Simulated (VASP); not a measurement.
An input for Ansatz (written as the equivalent of a VASP run, and not itself run):

Ansatz 0.2 input:
```yaml
crystal:
  lattice:
    - [0.0000000, 2.6938179, 2.6938179]
    - [2.6938179, 0.0000000, 2.6938179]
    - [2.6938179, 2.6938179, 0.0000000]
  atoms:
    - { symbol: Y, position: [0.0000000, 0.0000000, 0.0000000] }
    - { symbol: C, position: [0.2500000, 0.2500000, 0.2500000] }
kpoints:
  mp_grid: { grid: [13, 13, 13] }
hamiltonian:
  xc: pbesol
  pseudopotentials: { kind: paw }
scf:
  occupations: { method: tetrahedron }
  max_iter: 100
output: { forces: true, stress: true, eigenvalues: true }
```

Task: Translate this input to VASP (INCAR, KPOINTS, POSCAR, choice of POTCAR).

Result: Several could match; the one computed here: 
### KPOINTS
```
Automatic mesh
0
Gamma
13 13 13
0 0 0
```

### INCAR
```
SYSTEM = YC
PREC = Accurate; ENCUT = 520; LREAL = .FALSE.
LASPH = .TRUE.
EDIFF = 1E-7; NELM = 100; ALGO = Normal
LMAXMIX = 4
ISMEAR = -5
GGA = PS
ISIF = 2
LWAVE = .FALSE.; LCHARG = .TRUE.; LORBIT = 11
NEDOS = 601
```

POSCAR:
```
YC
1
    0.0000000000     2.6938179476     2.6938179476
    2.6938179476    -0.0000000000     2.6938179476
    2.6938179476     2.6938179476     0.0000000000
Y C
1 1
Direct
  0.0000000000   0.0000000000   0.0000000000
  0.2500000000   0.2500000000   0.2500000000
```

POTCAR, in this order: Y_sv C (PBE.64 set). Program: vasp_std.

Limits of the translation: each code has its own PAW files, so the cut-off isn't converted (ENCUT is set for VASP's; basis.ecutwfc is left out, and Ansatz then takes the one that its files recommend); Ansatz stops its SCF on the density residual and VASP on the energy change (EDIFF).

The structure was generated: YC was put into the zinc blende type (F-43m), which need not be its known phase. It was relaxed first, which changed the volume by -33 %.
